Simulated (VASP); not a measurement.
Given:

```xyz
4
Lattice="5.2200 2.6100 2.6100 2.6100 5.2200 2.6100 2.6100 2.6100 5.2200" Properties=species:S:1:pos:R:3 pbc="T T T"
Mn     0.0000     0.0000     0.0000
Mn     5.2200     5.2200     5.2200
S      2.6100     2.6100     2.6100
S      7.8300     7.8300     7.8300
```
Starting moments (μB, in the order of the record's atoms Mn Mn S S): 5.0 -5.0 0.0 0.0.

Method: PBE GGA, VASP's PBE PAW potentials (set 64) (plane waves; VASP). Run with 400 eV cut-off, 6×6×6 Γ-centred mesh, Gaussian smearing of 0.050 eV, potentials Mn_pv S.

Give the stress tensor in GPa (positive for a compressed cell).

```
-4.06  -0.23  -0.23
-0.23  -4.06  -0.23
-0.23  -0.23  -4.06
```
The pressure is its mean diagonal, -4.06 GPa.

The compound is MnS in the rock salt, AFM-II order structure. The cell was not relaxed at this level.
